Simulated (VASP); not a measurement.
Set up this calculation in VASP 6.6.1, as the native input.

| Quantity | Value |
| --- | --- |
| Task | single point |
| Functional | TB-mBJ |
| Potentials or basis | VASP PAW PBE potentials, release 64 (Ga_d, N) |
| Cutoff | 520 eV |
| k mesh | 8 × 8 × 5 |
| Occupations | fermi-dirac, width 0.05 eV |
| Spin | no spin polarisation |
| Further INCAR settings | ALGO = Normal; EDIFF = 1e-07; NBANDS = 26 |

The system is GaN.

```
Ga N
1.0
     3.19000    0.00000    0.00000
    -1.59500    2.76262    0.00000
     0.00000    0.00000    5.18900
Ga N
2 2
Direct
  0.66667 0.33333 0.00000
  0.33333 0.66667 0.50000
  0.66667 0.33333 0.37500
  0.33333 0.66667 0.87500
```

One way to write it, as run:

POSCAR

```
GaN
1.0
    3.1900000000      0.0000000000      0.0000000000
   -1.5950000000      2.7626210381      0.0000000000
    0.0000000000      0.0000000000      5.1890000000
Ga N
2 2
Direct
    0.6666666667      0.3333333333      0.0000000000
    0.3333333333      0.6666666667      0.5000000000
    0.6666666667      0.3333333333      0.3750000000
    0.3333333333      0.6666666667      0.8750000000
```

INCAR.step1

```
ALGO     = Normal         # electronic algorithm
EDIFF    = 1E-5           # SCF threshold, eV
ENCUT    = 520            # plane-wave cutoff, eV
GGA      = PE             # functional
ISIF     = 2              # what is computed and relaxed
ISMEAR   = -1             # smearing method
LASPH    = T              # aspherical terms in the spheres
LCHARG   = F              # write CHGCAR
LREAL    = F              # projectors in reciprocal space
LWAVE    = T              # write WAVECAR
NBANDS   = 26             # bands
NELM     = 80             # most SCF steps
PREC     = Accurate       # precision mode
SIGMA    = 0.05           # smearing width, eV
```

INCAR.step2

```
ALGO     = Normal         # electronic algorithm
EDIFF    = 1E-7           # SCF threshold, eV
ENCUT    = 520            # plane-wave cutoff, eV
ISIF     = 2              # what is computed and relaxed
ISMEAR   = -1             # smearing method
ISTART   = 1            
LASPH    = T              # aspherical terms in the spheres
LCHARG   = F              # write CHGCAR
LREAL    = F              # projectors in reciprocal space
LWAVE    = F              # write WAVECAR
METAGGA  = MBJ            # meta-GGA
NBANDS   = 26             # bands
NELM     = 80             # most SCF steps
PREC     = Accurate       # precision mode
SIGMA    = 0.05           # smearing width, eV
```

KPOINTS

```
k-points
0
Gamma
  8 8 5
```

Potentials or basis: VASP PAW PBE potentials, release 64 (Ga_d, N).

Command:

```bash
$ cat potpaw_PBE.64/Ga_d/POTCAR potpaw_PBE.64/N/POTCAR > POTCAR
$ cp INCAR.step1 INCAR
$ mpirun -np 1 vasp_std > vasp.out
$ cp INCAR.step2 INCAR
$ mpirun -np 1 vasp_std > vasp.out
```

Results of the run:

The band gap on the k mesh is 3.08 eV, direct.

Run time: 100 s on 1 thread of Intel(R) Xeon(R) 6975P-C (Granite Rapids), with other jobs on the host, peak memory 0.18 GiB.
